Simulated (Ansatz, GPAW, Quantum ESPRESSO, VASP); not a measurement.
NiSb (P6_3/mmc, 4 atoms in the cell) computed with different codes at matched settings

Self-consistent single point, at a second geometry (lattice scaled by 0.98). First geometry:

```
CELL_PARAMETERS angstrom
      1.97836    -3.42662     0.00000
      1.97836     3.42662     0.00000
      0.00000     0.00000     5.16488
ATOMIC_POSITIONS crystal
  Ni 0.00000 0.00000 0.50000
  Ni 0.00000 0.00000 0.00000
  Sb 0.33333 0.66667 0.25000
  Sb 0.66667 0.33333 0.75000
```

Shared settings, as Ansatz (a quantum-chemistry and plane-wave program) writes them: kpoints.mp_grid.grid = 8 8 5; scf.occupations.method = gaussian; scf.occupations.width = 0.2 eV. Potentials and cutoffs stand in the table.

```tsv
code	model	ΔF from the first geometry (meV/atom)	pressure (GPa)	cutoff
VASP	PBE, VASP's PBE PAW potentials (set 64)	30.3	9.00	300 eV
GPAW	PBE, GPAW PAW datasets PBE (gpaw-data 1.0.1)	30.2	9.06	800 eV
Quantum ESPRESSO	PBE, PSlibrary PAW (PBE) pseudopotentials	31.7	8.88	50 Ry
Ansatz	PBE, default PAW files	31.3	9.11	default
```

For Quantum ESPRESSO (by 0.4 GPa) the energy change implies a higher mean pressure, against the two pressures, than for the other programs: a sign of finite-basis (Pulay) stress.

On Ansatz's run: spin-orbit coupling is off. Spin polarisation is off.

The spread over the programs that give each value: ΔF from the first geometry within 1.5 meV/atom; pressure within 0.23 GPa.

Ansatz's pressure is given at a fixed set of plane waves, as the other plane-wave codes print theirs; with its correction for the finite basis it is 9.18 GPa.

VASP's run is marked for a possible Pulay error in its stress at this cutoff; no cutoff test was made.

The starting cell has typed, rounded lattice constants, without a prior relaxation at this level. Its lattice was rescaled by a random factor within 2.5 % of one. For this run, on top of that: lattice scaled by 0.98.

Left out of this page: CP2K, Elk, FLEUR and SIESTA (not drawn, or without a comparable value).

Keys are those of Ansatz 0.2.
